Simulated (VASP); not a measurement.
VASP input:

POSCAR:
```
Zn
1.0
  1.3194086430  -2.2852832206   0.0000000000
  1.3194086430   2.2852832206   0.0000000000
  0.0000000000   0.0000000000   4.6374447213
Zn
2
Cart
  1.3194086430   0.7617625971   1.1593611803
  1.3194086430  -0.7617625971   3.4780835410
```

**INCAR**
```
NELM = 100   ! most electronic steps
LASPH = T
IBRION = 2   ! conjugate gradients
LCHARG = F
ISMEAR = 1   ! Methfessel-Paxton
NSW = 40
ALGO = Normal   ! blocked Davidson
LWAVE = F
PREC = Accurate
ENCUT = 500   ! plane-wave cut-off (eV)
SYSTEM = Zn
SIGMA = 0.1   ! width (eV)
GGA = PS   ! PBEsol
LREAL = F   ! projection in real space or not
EDIFFG = -0.02   ! ionic stop
ISIF = 3   ! ions, shape and volume
EDIFF = 1E-6   ! SCF stop (eV)
LMAXMIX = 4   ! l cut-off of mixed one-centre charges
```

KPOINTS:
```
Automatic mesh
0
Gamma
16 16 8
0 0 0
```

POTCAR, in this order: Zn (PBE.64 set). Program: vasp_std.

### Question
Translate this PBEsol calculation to Ansatz.

### Answer
One equivalent input (not run):
Ansatz 0.2 input:
```yaml
crystal:
  lattice:
    - [1.3194086, -2.2852832, 0.0000000]
    - [1.3194086, 2.2852832, 0.0000000]
    - [0.0000000, 0.0000000, 4.6374447]
  atoms:
    - { symbol: Zn, position: [0.3333330, 0.6666670, 0.2500000] }
    - { symbol: Zn, position: [0.6666670, 0.3333330, 0.7500000] }
kpoints:
  mp_grid: { grid: [16, 16, 8] }
hamiltonian:
  xc: pbesol
  pseudopotentials: { kind: paw }
scf:
  occupations: { method: methfessel_paxton, width: 0.1 }
  max_iter: 100
relax:
  max_steps: 40
  f_tol: 0.02
  cell: {}
output: { forces: true, stress: true, eigenvalues: true }
```
Limits of the translation: each code has its own PAW files, so the cut-off isn't converted (ENCUT is set for VASP's; basis.ecutwfc is left out, and Ansatz then takes the one that its files recommend); Ansatz stops its SCF on the density residual and VASP on the energy change (EDIFF).

The compound is Zn in the hcp structure. This run relaxes it. Symmetry was kept, so distortions that lower it aren't found.
